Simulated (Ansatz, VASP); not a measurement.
# SrAlO in VASP and in Ansatz

```xyz
3
Lattice="3.7364 0.0000 0.0000 0.0000 3.7364 0.0000 0.0000 0.0000 3.9930" Properties=species:S:1:pos:R:3 pbc="T T T"
Sr    0.0000    0.0000    0.0000
Al    1.8682    1.8682    1.9965
O     1.8682    1.8682    0.0000
```

Alike in both runs: functional PBE; k mesh 6 × 6 × 4; occupations gaussian, width 0.1 eV; no spin polarisation.

Ansatz relaxed the structure, and its values are those at the end. VASP's run is a single point on that final structure, the one shown.

```csv
,VASP,Ansatz
version,VASP 6.6.1,Ansatz 0.2.0
potentials or method,"VASP PAW PBE potentials, release 64 (Sr_sv, Al, O)","scalar-relativistic, plane waves, PAW"
plane-wave cutoff (eV),520,420
valence electrons in the cell,19,19
```

```tsv
	VASP	Ansatz	Ansatz less VASP
gap on the k mesh at the Fermi level (eV)	none	none	-
pressure (GPa)	0.3	0.1	-0.22
```

A gap of «none» marks a metal or a gap that the smearing closes.

Caveats: the k mesh is coarse (spacing up to 0.39 Å⁻¹), so the values aren't converged; an odd number of electrons without spin polarisation forces a metal; a magnetic or distorted state may lie lower.
